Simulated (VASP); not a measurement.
These are AM05 GGA, VASP's PBE PAW potentials (set 64) (plane waves; VASP) values and carry that method's errors.

VASP input:

### POSCAR
```
CoSi2
1
    0.0000000000     2.6516890749     2.6516890749
    2.6516890749     0.0000000000     2.6516890749
    2.6516890749     2.6516890749     0.0000000000
Co Si
1 2
Direct
  0.0000000000   0.0000000000   0.0000000000
  0.2500000000   0.2500000000   0.2500000000
  0.7500000000   0.7500000000   0.7500000000
```

**KPOINTS**
```
Automatic mesh
0
G
  11 11 11
```

### INCAR
```
! general
SYSTEM  = CoSi2
PREC    = Accurate
ENCUT   = 520   ! plane-wave cut-off (eV)
LREAL   = .FALSE.
LASPH   = .TRUE.   ! aspherical one-centre terms

! electronic loop
EDIFF   = 1E-7   ! SCF stop (eV)
NELM    = 100   ! most electronic steps
ALGO    = Normal   ! blocked Davidson
LMAXMIX = 4   ! l cut-off of mixed one-centre charges

! smearing
ISMEAR  = -5   ! tetrahedra, Bloechl

! functional
GGA     = AM   ! AM05

! ions
ISIF    = 2   ! forces and stress, cell fixed

! output
LWAVE   = .FALSE.
LCHARG  = .TRUE.
LORBIT  = 11   ! lm-projected
NEDOS   = 601   ! DOS grid

! other
LEFG    = .TRUE.
```

POTCAR, in this order: Co Si (PBE.64 set). Program: vasp_std.

The resulting files:

**OUTCAR**
```
 ion  position               nearest neighbor table
   1  0.000  0.000  0.000-   3 2.30   3 2.30   3 2.30   2 2.30   3 2.30   2 2.30   2 2.30   2 2.30
  LATTYP: Found a face centered cubic cell.
 ALAT       =     5.3033781498
 Subroutine PRICEL returns:
 Original cell was already a primitive cell.
 Subroutine GETGRP returns: Found 48 space group operations
The static configuration has the point symmetry O_h .
The dynamic configuration has the point symmetry O_h .
 Subroutine INISYM returns: Found 48 space group operations
 Subroutine IBZKPT returns following result:
 Found     56 irreducible k-points:

 Following reciprocal coordinates:
            Coordinates               Weight
  0.000000  0.000000  0.000000      1.000000
  0.090909  0.000000  0.000000      8.000000
  0.181818  0.000000  0.000000      8.000000
  0.272727  0.000000  0.000000      8.000000
  0.363636  0.000000  0.000000      8.000000
  0.454545  0.000000  0.000000      8.000000
  0.090909  0.090909  0.000000      6.000000
  0.181818  0.090909  0.000000     24.000000
  0.272727  0.090909  0.000000     24.000000
  0.363636  0.090909  0.000000     24.000000
  0.454545  0.090909  0.000000     24.000000
 -0.454545  0.090909  0.000000     24.000000
 -0.363636  0.090909  0.000000     24.000000
 -0.272727  0.090909  0.000000     24.000000
 -0.181818  0.090909  0.000000     24.000000
 -0.090909  0.090909  0.000000     12.000000
  0.181818  0.181818  0.000000      6.000000
  0.272727  0.181818  0.000000     24.000000
  0.363636  0.181818  0.000000     24.000000
  0.454545  0.181818  0.000000     24.000000
 -0.454545  0.181818  0.000000     24.000000
 -0.363636  0.181818  0.000000     24.000000
 -0.272727  0.181818  0.000000     24.000000
 -0.181818  0.181818  0.000000     12.000000
  0.272727  0.272727  0.000000      6.000000
...
```

File OSZICAR:
```
       N       E                     dE             d eps       ncg     rms          rms(c)
DAV:   1     0.711904291352E+02    0.71190E+02   -0.70976E+03  1352   0.134E+03
DAV:   2    -0.179217347239E+02   -0.89112E+02   -0.83261E+02  1356   0.259E+02
DAV:   3    -0.220237286668E+02   -0.41020E+01   -0.39848E+01  1724   0.652E+01
DAV:   4    -0.221174508826E+02   -0.93722E-01   -0.93622E-01  1624   0.938E+00
DAV:   5    -0.221202562032E+02   -0.28053E-02   -0.28084E-02  1784   0.167E+00    0.155E+01
DAV:   6    -0.255158269099E+02   -0.33956E+01   -0.41625E+01  1672   0.140E+02    0.174E+01
DAV:   7    -0.205681610165E+02    0.49477E+01   -0.17448E+01  1768   0.109E+02    0.387E+00
DAV:   8    -0.205739382095E+02   -0.57772E-02   -0.10599E+00  1576   0.851E+00    0.187E+00
DAV:   9    -0.205384494491E+02    0.35489E-01   -0.10464E-01  1788   0.689E+00    0.459E-01
DAV:  10    -0.205383858822E+02    0.63567E-04   -0.64120E-03  1644   0.877E-01    0.661E-02
DAV:  11    -0.205383870977E+02   -0.12155E-05   -0.31961E-04  2028   0.315E-01    0.417E-02
DAV:  12    -0.205384178470E+02   -0.30749E-04   -0.68724E-05  1444   0.831E-02    0.245E-02
DAV:  13    -0.205384167004E+02    0.11467E-05   -0.27931E-06  1740   0.141E-02    0.420E-03
DAV:  14    -0.205384160919E+02    0.60848E-06   -0.68639E-07  1464   0.941E-03    0.307E-03
DAV:  15    -0.205384168096E+02   -0.71773E-06   -0.10054E-07  1048   0.656E-03    0.940E-04
DAV:  16    -0.205384171131E+02   -0.30350E-06   -0.73000E-08   808   0.230E-03    0.311E-04
DAV:  17    -0.205384170476E+02    0.65530E-07   -0.10180E-08   788   0.186E-03
   1 F= -.20538417E+02 E0= -.20538417E+02  d E =0.000000E+00
```

**OUTCAR**
```
------------------------ aborting loop because EDIFF is reached ----------------------------------------
  FORCE on cell =-STRESS in cart. coord.  units (eV):
  Direction    XX          YY          ZZ          XY          YZ          ZX
  --------------------------------------------------------------------------------------
  Total       -0.0095757     -0.0095757     -0.0095757      0.0000000      0.0000000      0.0000000
  in kB       -0.4114194     -0.4114194     -0.4114194      0.0000000      0.0000000      0.0000000
  external PRESSURE =      -0.4114194 kB  Pullay stress =       0.0000000 kB
  volume of cell :       37.29
      direct lattice vectors                 reciprocal lattice vectors
     0.000000000  2.651689075  2.651689075    -0.188559060  0.188559060  0.188559060
     2.651689075  0.000000000  2.651689075     0.188559060 -0.188559060  0.188559060
     2.651689075  2.651689075  0.000000000     0.188559060  0.188559060 -0.188559060
 POSITION                                       TOTAL-FORCE (eV/Angst)
 -----------------------------------------------------------------------------------
      0.00000      0.00000      0.00000         0.000000      0.000000      0.000000
      1.32584      1.32584      1.32584        -0.000000     -0.000000     -0.000000
      3.97753      3.97753      3.97753         0.000000      0.000000      0.000000
 -----------------------------------------------------------------------------------
    total drift:                               -0.000000     -0.000000      0.000000
  FREE ENERGIE OF THE ION-ELECTRON SYSTEM (eV)
  ---------------------------------------------------
  free  energy   TOTEN  =       -20.5384170476 eV

  energy  without entropy=      -20.5384170476  energy(sigma->0) =      -20.53841705

 total charge

# of ion       s       p       d       tot
------------------------------------------
    1        0.558   0.757   7.632   8.947
    2        0.713   0.890   0.000   1.603
    3        0.713   0.890   0.000   1.603
--------------------------------------------------
tot          1.984   2.536   7.632  12.152

 Electric field gradients after diagonalization (V/A^2)
 (convention: |V_zz| > |V_xx| > |V_yy|)
----------------------------------------------------------------------
 ion       V_xx      V_yy      V_zz     asymmetry (V_yy - V_xx)/ V_zz
----------------------------------------------------------------------
   1       0.002     0.002    -0.004       0.000
   2       0.000     0.000    -0.000       0.000
   3       0.000     0.000    -0.000       0.000
```
(Selected blocks of OUTCAR.)

For a metal the tetrahedron method with Blöchl corrections gives inexact stress and forces.

The compound is CoSi2 in the fluorite structure. It was relaxed first. The run is not spin-polarised, so no magnetic state was tried. The electron count is odd and the run is not spin-polarised, which forces a metal.
